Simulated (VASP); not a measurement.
Output of a VASP run:

**OSZICAR**
```
       N       E                     dE             d eps       ncg     rms          rms(c)
DAV:   1     0.795940312960E+02    0.79594E+02   -0.93671E+03   770   0.201E+03
DAV:   2    -0.276841976291E+01   -0.82362E+02   -0.80084E+02   824   0.324E+02
DAV:   3    -0.855590401775E+01   -0.57875E+01   -0.56453E+01   949   0.737E+01
DAV:   4    -0.865872494566E+01   -0.10282E+00   -0.10276E+00   915   0.107E+01
DAV:   5    -0.866111459714E+01   -0.23897E-02   -0.23894E-02   950   0.134E+00    0.492E+00
DAV:   6    -0.843702767788E+01    0.22409E+00   -0.44018E-01  1146   0.125E+01    0.329E+00
DAV:   7    -0.841756217881E+01    0.19465E-01   -0.12789E-01   976   0.272E+00    0.124E+00
DAV:   8    -0.842095078470E+01   -0.33886E-02   -0.17581E-02   882   0.197E+00    0.197E-01
DAV:   9    -0.842190149209E+01   -0.95071E-03   -0.21121E-03   932   0.709E-01    0.115E-01
DAV:  10    -0.842205108079E+01   -0.14959E-03   -0.19305E-04   977   0.161E-01    0.580E-02
DAV:  11    -0.842224596306E+01   -0.19488E-03   -0.41652E-04   809   0.170E-01    0.114E-02
DAV:  12    -0.842224515303E+01    0.81003E-06   -0.91643E-06   948   0.471E-02    0.295E-03
DAV:  13    -0.842224668815E+01   -0.15351E-05   -0.45782E-06   864   0.207E-02    0.341E-03
DAV:  14    -0.842224653566E+01    0.15249E-06   -0.32573E-07   915   0.713E-03    0.286E-03
DAV:  15    -0.842224650453E+01    0.31131E-07   -0.48171E-08   537   0.191E-03
   1 F= -.84222465E+01 E0= -.84222465E+01  d E =-.582860E-14
```

### OUTCAR
```
------------------------ aborting loop because EDIFF is reached ----------------------------------------
  FORCE on cell =-STRESS in cart. coord.  units (eV):
  Direction    XX          YY          ZZ          XY          YZ          ZX
  --------------------------------------------------------------------------------------
  Total        1.2635046      1.2635046      1.2635046     -0.0000000      0.0000000      0.0000000
  in kB       50.2976571     50.2976571     50.2976571     -0.0000000      0.0000000      0.0000000
  external PRESSURE =      50.2976571 kB  Pullay stress =       0.0000000 kB
  volume of cell :       40.25
      direct lattice vectors                 reciprocal lattice vectors
     0.000000000  2.720006179  2.720006179    -0.183823112  0.183823112  0.183823112
     2.720006179  0.000000000  2.720006179     0.183823112 -0.183823112  0.183823112
     2.720006179  2.720006179  0.000000000     0.183823112  0.183823112 -0.183823112
  FREE ENERGIE OF THE ION-ELECTRON SYSTEM (eV)
  ---------------------------------------------------
  free  energy   TOTEN  =        -8.4222465045 eV

  energy  without entropy=       -8.4222465045  energy(sigma->0) =       -8.42224650
```
(Selected blocks of OUTCAR.)

**POSCAR**
```
GaP
1
    0.0000000000     2.7200061792     2.7200061792
    2.7200061792     0.0000000000     2.7200061792
    2.7200061792     2.7200061792     0.0000000000
Ga P
1 1
Direct
  0.0000000000   0.0000000000   0.0000000000
  0.2500000000   0.2500000000   0.2500000000
```

Q: Write an INCAR and KPOINTS that could have produced this output.

A: Several could match; the one computed here: the input of the run itself, RPBE GGA, plane waves, VASP's PBE PAW potentials (set 64).

File KPOINTS:
```
Automatic mesh
0
gamma
  8 8 8
```

INCAR:
```
LWAVE = F
LREAL = F
ENCUT = 520
SYSTEM = GaP
LMAXMIX = 4
EDIFF = 1E-7   # SCF stop (eV)
PREC = Accurate
ALGO = Normal   # blocked Davidson
NELM = 100   # most electronic steps
GGA = RP
ISMEAR = 0   # Gaussian
LCHARG = F
LASPH = T
SIGMA = 0.05   # width (eV)
ISIF = 2   # forces and stress, cell fixed
```

POTCAR, in this order: Ga_d P (PBE.64 set). Program: vasp_std.

The compound is GaP in the zinc blende structure. This cell is one point of a volume scan, at 0.94 of the reference volume.
